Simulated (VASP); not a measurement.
# Transverse strain, stress and strain energy of SiC (F-43m) under uniaxial [111] stress at LDA level

Whether a SiC beam or resonator loaded along [111] can be designed with constant elastic moduli depends on how far its response stays linear. A Young's modulus fixes the stress at a given strain, and a Poisson ratio fixes the accompanying change of width; either may drift as the load grows. Here the crystal is strained by up to 2 % in compression and tension along [111], with the stress across the axis relaxed to zero. Strains and energies are measured from the crystal relaxed with LDA, and tension is positive. The calculation refers to a static, perfect lattice, so thermal softening and defects are absent. The results give the moduli at small strain and the error made by keeping them constant.

## Set-up

The start is a typed prototype cell. The crystal was relaxed with LDA. Strain is imposed along [111]; the strain across the axis is adjusted until the stress across it vanishes, and the atoms are relaxed with LDA. VASP 6.6.1, plane waves with PAW, cutoff 600 eV, no spin polarisation, no spin-orbit coupling, k mesh 12×12×12, static lattice.

Notes on method and selection:

- Runs that did not converge, have known faults or may not be shown are not listed, and runs on Ansatz's PAW sets soft_1 and soft_2 are kept to separate tables.

Columns:

- strain (%): strain along the axis (tension positive).
- gap (eV): band gap on the k mesh at LDA.
- transverse strain (%): strain across the axis.
- stress (GPa): stress along the axis, tension positive.
- strain energy (meV/atom): energy per atom above the relaxed crystal.

## Table of results

| member | strain (%) | gap (eV) | transverse strain (%) | stress (GPa) | strain energy (meV/atom) |
| --- | --- | --- | --- | --- | --- |
| −2 % | −2.0 | 1.105 | 0.212 | −11.48 | 7.42 |
| −1.5 % | −1.5 | 1.154 | 0.156 | −8.54 | 4.19 |
| −1 % | −1.0 | 1.203 | 0.102 | −5.66 | 1.89 |
| −0.5 % | −0.5 | 1.247 | ? | ? | ? |
| 0 % | 0.0 | 1.289 | 0.000 | −0.01 | 0.00 |
| +0.5 % | 0.5 | 1.273 | −0.046 | 2.74 | 0.39 |
| +1 % | 1.0 | 1.257 | −0.090 | 5.44 | 1.63 |
| +1.5 % | 1.5 | 1.239 | −0.133 | 8.09 | 3.72 |
| +2 % | 2.0 | 1.221 | −0.174 | 10.68 | 6.62 |

Cells marked ? are withheld until the estimate has been made.

Least-squares fits to the members shown, with x = strain (%); R² and errors in the fitted variable (y, or ln y where the fit is in ln y):

| y | members | fit | R² | rms residual | leave-one-out rms | the same for the mean of the others |
| --- | --- | --- | --- | --- | --- | --- |
| transverse strain (%) | 8 | y = 0.009414 − 0.09662 x | 1.00 | 0.0067 | 0.0096 | 0.15 |
| stress (GPa) | 8 | y = −0.1892 + 5.548 x | 1.00 | 0.14 | 0.21 | 8.6 |

## What drives the series

The crystal widens under compression and narrows under tension, but only by about a tenth of the axial strain. The members at ±1 % give a Poisson ratio of (0.102 + 0.090) / 2 = 0.096 and a Young's modulus along [111] of (5.66 + 5.44) / 2 = 5.55 GPa per %, or 5.55 × 100 = 555 GPa.

For a cubic crystal loaded along [111], two further moduli follow. The bulk modulus is B = E / [3(1 − 2ν)] = 555 / (3 × (1 − 2 × 0.096)) = 229 GPa, and the shear modulus is C₄₄ = E / [2(1 + ν)] = 555 / (2 × (1 + 0.096)) = 253 GPa. The latter includes the shift of the Si and C sublattices against each other, since the atoms were relaxed. The small Poisson ratio expresses a shear stiffness comparable with the bulk stiffness, as expected of directional covalent bonds that resist bending as well as stretching.

Linearity holds better for the stress than for the width. Stress divided by strain falls from 11.48 / 2 = 5.74 GPa per % at −2 % to 10.68 / 2 = 5.34 at +2 %, within about 4 % of the central value. The ratio of transverse to axial strain falls in magnitude from 0.212 / 2 = 0.106 to 0.174 / 2 = 0.087 over the same range, a departure of about 10 % on either side. The high R² of the straight-line fit hides this curvature.

The softening in tension is the usual anharmonicity of bonds, which resist shortening more than lengthening. The falling Poisson ratio would follow if the bulk modulus weakens faster than the shear modulus as the crystal expands, a likely cause that these columns do not test.

The strain energy is also higher in compression, 7.42 meV/atom at −2 % against 6.62 at +2 %, but anharmonicity is not the whole cause. A cubic term would make the difference between the two signs eight times as large at 2 % as at 1 %, whereas it grows only by a factor of (7.42 − 6.62) / (1.89 − 1.63) = 3.1. A term linear in strain must therefore contribute, probably because the finite plane-wave basis leaves the energy minimum slightly away from the point of zero stress. Averaged over both signs, which removes such a term, the energy is almost quadratic: doubling the strain from 1 % to 2 % multiplies it by (7.42 + 6.62) / (1.89 + 1.63) = 3.99.

## Predicting the missing value

Plain estimates from the members shown:

- −0.5 %, fit at x = −0.5: 0.058 %
- −0.5 %, straight-line interpolation between −1 % and 0 %: w = (−0.5 − (−1.0)) / (0.0 − (−1.0)) = 0.500, so 0.102 + 0.500 × (0.000 − 0.102) = 0.051 %

The straight-line fit is unsuitable for the member at −0.5 %, because it gives 0.009 % at zero strain, where the transverse strain is zero by definition. Interpolation between −1 % and 0 % respects that point and gives 0.051 %, but a chord lies above a curve that bends upwards, so a small downward correction is due.

The correction follows from the parabola t = −a x + b x², with t and x in %. The members at ±1 % give a = (0.102 + 0.090) / 2 = 0.096 and b = (0.102 − 0.090) / 2 = 0.006 per %. At x = −0.5 this yields 0.096 × 0.5 + 0.006 × 0.5 × 0.5 = 0.0495 %, which is 0.051 − 0.0495 = 0.0015 % below the chord.

The same parabola gives −0.096 × 0.5 + 0.006 × 0.5 × 0.5 = −0.0465 % at +0.5 %, against −0.046 % in the table. A harder trial uses the members at ±2 % to predict those at ±1 %: a = (0.212 + 0.174) / 4 = 0.0965 and b = (0.212 − 0.174) / 8 = 0.00475 give 0.0965 + 0.00475 = 0.1013 % and −0.0965 + 0.00475 = −0.0918 %, against 0.102 % and −0.090 %. The three misses have a root mean square of 0.0011 %, which is taken as the standard deviation. The estimate is therefore 0.050 ± 0.001 %, a slight widening under compression.

**Committed estimate, −0.5 %: transverse strain = 0.050 ± 0.001 %.**

## Outcome

| member | strain (%) | gap (eV) | transverse strain (%) | stress (GPa) | strain energy (meV/atom) |
| --- | --- | --- | --- | --- | --- |
| −0.5 % | −0.5 | 1.247 | 0.051 | −2.81 | 0.50 |

| member | estimate | transverse strain (%) | computed | estimate − computed | miss in error bars |
| --- | --- | --- | --- | --- | --- |
| −0.5 % | committed | 0.050 | 0.051 | −0.001 | 1.0 |
| −0.5 % | fit | 0.058 | 0.051 | +0.007 |  |
| −0.5 % | interpolation | 0.051 | 0.051 | 0.000 |  |

The computed 0.051 % lies at the edge of the error bar on the estimate of 0.050 ± 0.001 %. The estimate did better than the straight-line fit, which gave 0.058 %, but worse than the plain interpolation, which agrees to the printed digit. Rejecting the fit was right; the downward correction to the interpolation was not borne out.

The weak point was forcing the parabola through zero at zero strain. The half-sums of the transverse strains are (0.102 − 0.090) / 2 = 0.006 % at ±1 % and (0.212 − 0.174) / 2 = 0.019 % at ±2 %, which give a curvature of (0.019 − 0.006) / 3 = 0.0043 per % and leave an offset of 0.006 − 0.0043 = 0.0017 %. With this offset the value at −0.5 % becomes 0.0017 + 0.096 × 0.5 + 0.0043 × 0.5 × 0.5 = 0.051 %.

A likely source is the reference crystal, which keeps a stress of −0.01 GPa. Releasing it would expand the crystal by about 0.01 / (3 × 229) = 0.000015, or 0.0015 %, which has the right sign and size. The miss is therefore numerical in scale and leaves the anharmonic trend intact.

## Outliers

Least-squares fits to the whole series, with x = strain (%); R² and errors in the fitted variable (y, or ln y where the fit is in ln y):

| y | members | fit | R² | rms residual | leave-one-out rms | the same for the mean of the others |
| --- | --- | --- | --- | --- | --- | --- |
| transverse strain (%) | 9 | y = 0.008667 − 0.09640 x | 1.00 | 0.0066 | 0.0094 | 0.14 |
| stress (GPa) | 9 | y = −0.1722 + 5.543 x | 1.00 | 0.14 | 0.20 | 8.1 |

Largest departures from the fit to the whole series:

| member | transverse strain (%) | fit | computed − fit | in rms residuals |
| --- | --- | --- | --- | --- |
| −2 % | 0.212 | 0.201 | +0.011 | 1.6 |
| +2 % | −0.174 | −0.184 | +0.010 | 1.5 |
| 0 % | 0.000 | 0.009 | −0.009 | 1.3 |
| +0.5 % | −0.046 | −0.040 | −0.006 | 1.0 |

None stands out: the largest departure from the straight line is 1.6 rms residuals. The members at ±2 % lie above the line by 0.011 and 0.010 %, and those at 0 and +0.5 % lie below it by 0.009 and 0.006 %, as expected when a line is drawn through a curve that bends upwards.

## Conclusions and limits

Between −2 and +2 %, a constant Young's modulus of 555 GPa reproduces the stress to about 4 %, while a constant Poisson ratio of 0.096 reproduces the transverse strain only to about 10 %. Interpolation between adjacent members recovers each of the seven inner transverse strains to within 0.003 %.

For a [111] tension of 1 GPa, the axial strain is 1 / 5.55 = 0.18 % and the lateral contraction 0.18 × 0.096 = 0.017 %. A bar 100 µm wide thus narrows by about 17 nm.

Two omitted effects matter in use. Heating by several hundred kelvin widens the crystal by roughly 0.2 to 0.3 %, comparable with the largest transverse strain. Flaws make ordinary bulk SiC ceramics break at a few tenths of a GPa in tension, far below the 10.68 GPa that the perfect crystal carries at +2 %.
